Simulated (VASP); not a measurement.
These are MS2 meta-GGA, VASP's PBE PAW potentials (set 64) (plane waves; VASP) values and carry that method's errors.

A VASP calculation is set up with these files.

### POSCAR
```
PtAl2
1
    0.0000000000     2.9471084779     2.9471084779
    2.9471084779    -0.0000000000     2.9471084779
    2.9471084779     2.9471084779     0.0000000000
Al Pt
2 1
Direct
  0.2500000000   0.2500000000   0.2500000000
  0.7500000000   0.7500000000   0.7500000000
  0.0000000000   0.0000000000   0.0000000000
```

### KPOINTS
```
Regular mesh
0
G
8 8 8
```

**INCAR**
```
SYSTEM = PtAl2
PREC = Accurate
ENCUT = 520
EDIFF = 1E-6
NELM = 100
ALGO = Normal
LREAL = .FALSE.
LASPH = .TRUE.
ISMEAR = 1
SIGMA = 0.1
METAGGA = MS2
LMIXTAU = .TRUE.
LMAXMIX = 6
LWAVE = .FALSE.
LCHARG = .FALSE.
IBRION = 2
ISIF = 3
NSW = 60
EDIFFG = -0.02
```

POTCAR, in this order: Al Pt (PBE.64 set). Program: vasp_std.

Output of the run:

### OUTCAR
```
 ion  position               nearest neighbor table
   1  0.250  0.250  0.250-   3 2.55   3 2.55   3 2.55   3 2.55   2 2.95   2 2.95   2 2.95   2 2.95
                             2 2.95   2 2.95
   2  0.750  0.750  0.750-   3 2.55   3 2.55   3 2.55   3 2.55   1 2.95   1 2.95   1 2.95   1 2.95
                             1 2.95   1 2.95
   3  0.000  0.000  0.000-   2 2.55   2 2.55   2 2.55   1 2.55   1 2.55   1 2.55   2 2.55   1 2.55
  LATTYP: Found a face centered cubic cell.
 ALAT       =     5.8942169558
 Subroutine PRICEL returns:
 Original cell was already a primitive cell.
 Subroutine GETGRP returns: Found 48 space group operations
The static configuration has the point symmetry O_h .
The dynamic configuration has the point symmetry O_h .
 Subroutine INISYM returns: Found 48 space group operations
 Subroutine IBZKPT returns following result:
 Found     29 irreducible k-points:

 Following reciprocal coordinates:
            Coordinates               Weight
  0.000000  0.000000  0.000000      1.000000
  0.125000  0.000000  0.000000      8.000000
  0.250000  0.000000  0.000000      8.000000
  0.375000  0.000000  0.000000      8.000000
  0.500000  0.000000  0.000000      4.000000
  0.125000  0.125000  0.000000      6.000000
...
```

OSZICAR:
```
       N       E                     dE             d eps       ncg     rms          rms(c)
DAV:   1     0.456337116241E+02    0.45634E+02   -0.66915E+03   720   0.111E+03
DAV:   2    -0.163515542235E+02   -0.61985E+02   -0.54997E+02   792   0.185E+02
DAV:   3    -0.180528251399E+02   -0.17013E+01   -0.16576E+01   884   0.296E+01
DAV:   4    -0.180659882706E+02   -0.13163E-01   -0.13160E-01   816   0.276E+00
DAV:   5    -0.180660751927E+02   -0.86922E-04   -0.86919E-04   860   0.273E-01    0.125E+01
DAV:   6    -0.583200567776E+01    0.12234E+02   -0.58261E+00   696   0.257E+01    0.508E+00
DAV:   7    -0.597781098914E+01   -0.14581E+00   -0.82869E-01   696   0.868E+00    0.251E+00
DAV:   8    -0.549470776201E+01    0.48310E+00   -0.15866E+00   708   0.131E+01    0.198E+00
DAV:   9    -0.573923588983E+01   -0.24453E+00   -0.53842E-01   748   0.834E+00    0.417E-01
DAV:  10    -0.573844907866E+01    0.78681E-03   -0.94898E-03   836   0.110E+00    0.371E-01
DAV:  11    -0.573932126859E+01   -0.87219E-03   -0.27795E-02   784   0.178E+00    0.158E-01
DAV:  12    -0.573993964595E+01   -0.61838E-03   -0.12648E-03   800   0.413E-01    0.722E-02
DAV:  13    -0.574000680002E+01   -0.67154E-04   -0.59705E-05   876   0.708E-02    0.550E-02
DAV:  14    -0.574014965136E+01   -0.14285E-03   -0.19951E-04   792   0.142E-01    0.297E-02
DAV:  15    -0.574016069124E+01   -0.11040E-04   -0.16000E-05   760   0.466E-02    0.280E-02
DAV:  16    -0.574014095133E+01    0.19740E-04   -0.83518E-05   752   0.101E-01    0.116E-02
DAV:  17    -0.574015468218E+01   -0.13731E-04   -0.78445E-06   732   0.381E-02    0.874E-03
DAV:  18    -0.574015430704E+01    0.37514E-06   -0.41235E-06   740   0.221E-02
   1 F= -.57401543E+01 E0= -.57406173E+01  d E =-.574015E+01
```

### OUTCAR
```
------------------------ aborting loop because EDIFF is reached ----------------------------------------
  FORCE on cell =-STRESS in cart. coord.  units (eV):
  Direction    XX          YY          ZZ          XY          YZ          ZX
  --------------------------------------------------------------------------------------
  Total       -0.0102801     -0.0102801     -0.0102801      0.0000000      0.0000000     -0.0000000
  in kB       -0.3217286     -0.3217286     -0.3217286      0.0000000      0.0000000     -0.0000000
  external PRESSURE =      -0.3217286 kB  Pullay stress =       0.0000000 kB
  volume of cell :       51.19
      direct lattice vectors                 reciprocal lattice vectors
     0.000000000  2.947108478  2.947108478    -0.169657820  0.169657820  0.169657820
     2.947108478  0.000000000  2.947108478     0.169657820 -0.169657820  0.169657820
     2.947108478  2.947108478  0.000000000     0.169657820  0.169657820 -0.169657820
 POSITION                                       TOTAL-FORCE (eV/Angst)
 -----------------------------------------------------------------------------------
      1.47355      1.47355      1.47355        -0.000000     -0.000000      0.000000
      4.42066      4.42066      4.42066        -0.000000      0.000000     -0.000000
      0.00000      0.00000      0.00000         0.000000     -0.000000     -0.000000
 -----------------------------------------------------------------------------------
    total drift:                                0.000000     -0.000000      0.000000
  FREE ENERGIE OF THE ION-ELECTRON SYSTEM (eV)
  ---------------------------------------------------
  free  energy   TOTEN  =        -5.7401543070 eV

  energy  without entropy=       -5.7415431681  energy(sigma->0) =       -5.74061726

 reached required accuracy - stopping structural energy minimisation
```
(Selected blocks of OUTCAR.)

File OUTCAR:
```
 val. band max:        7.8030852168   @ k =   0.3750   0.2500   0.0000

 cond. band min:       7.9114664458   @ k =  -0.3750   0.1250   0.0000


 Fermi energy:         7.8451558732

 k-point     1 :       0.0000    0.0000    0.0000
  band No.  band energies     occupation
      1      -2.4757      2.00000
      2       2.7999      2.00000
      3       2.7999      2.00000
      4       2.7999      2.00000
      5       4.1194      2.00000
      6       4.1194      2.00000
      7      10.9862      0.00000
      8      11.6887      0.00000
      9      11.6887      0.00000
     10      11.6887      0.00000
     11      13.4394      0.00000
     12      13.4394      0.00000

 k-point     2 :       0.1250    0.0000    0.0000
  band No.  band energies     occupation
      1      -2.2576      2.00000
      2       2.6720      2.00000
      3       2.8705      2.00000
      4       2.8705      2.00000
      5       4.0961      2.00000
      6       4.0961      2.00000
      7       9.5492     -0.00000
      8      11.1759      0.00000
      9      11.1759      0.00000
     10      11.3027      0.00000
     11      13.8740      0.00000
     12      13.9338      0.00000

 k-point     3 :       0.2500    0.0000    0.0000
  band No.  band energies     occupation
      1      -1.6290      2.00000
      2       2.3670      2.00000
      3       3.0155      2.00000
      4       3.0155      2.00000
      5       4.1030      2.00000
      6       4.1030      2.00000
      7       6.9965      2.00000
      8      10.2074      0.00000
      9      10.2074      0.00000
     10      11.7230      0.00000
     11      13.3992      0.00000
     12      13.4410      0.00000

 k-point     4 :       0.3750    0.0000    0.0000
  band No.  band energies     occupation
      1      -0.7148      2.00000
      2       1.9908      2.00000
      3       3.0961      2.00000
      4       3.0961      2.00000
      5       4.2452      2.00000
      6       4.2452      2.00000
...
```

Unless said otherwise, spin-orbit coupling is left out, though it shifts the bands of the heavy elements here.

The compound is PtAl2 in the fluorite structure. It was relaxed first. The start is the result of an earlier pass.
